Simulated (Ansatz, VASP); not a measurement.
**GaSbAs2 in VASP and in Ansatz**

```
Ga Sb As
1.0
     4.19486    0.00000    0.00000
     0.00000    4.19486    0.00000
     0.00000    0.00000    6.58140
Ga Sb As
1 1 2
Direct
  0.50000 0.50000 0.00000
  0.00000 0.00000 0.50000
  0.50000 0.00000 0.78738
  0.00000 0.50000 0.21262
```

Alike in both runs: functional PBE; k mesh 10 × 10 × 6; occupations gaussian, width 0.1 eV; no spin polarisation.

Ansatz relaxed the structure, and its values are those at the end. VASP's run is a single point on that final structure, the one shown.

```csv
,VASP,Ansatz
version,VASP 6.6.1,Ansatz 0.2.0
potentials or method,"VASP PAW PBE potentials, release 64 (Ga_d, Sb, As)","scalar-relativistic, plane waves, PAW"
plane-wave cutoff (eV),520,420
valence electrons in the cell,28,58
```

VASP gave:

* gap on the k mesh at the Fermi level (eV): none
* pressure (GPa): 0.1
* rms of the force components (eV/Å): 0.004

Task: Estimate Ansatz's values.

Result: gap on the k mesh at the Fermi level (eV): none; pressure (GPa): 0.0; rms of the force components (eV/Å): 0.001.

A gap of «none» marks a metal or a gap that the smearing closes. With one functional, cell and mesh, what is left measures potentials, basis and numerics. The two sets of potentials don't hold the same shells in valence.

Spin-orbit coupling is left out, which matters for the levels of Sb.
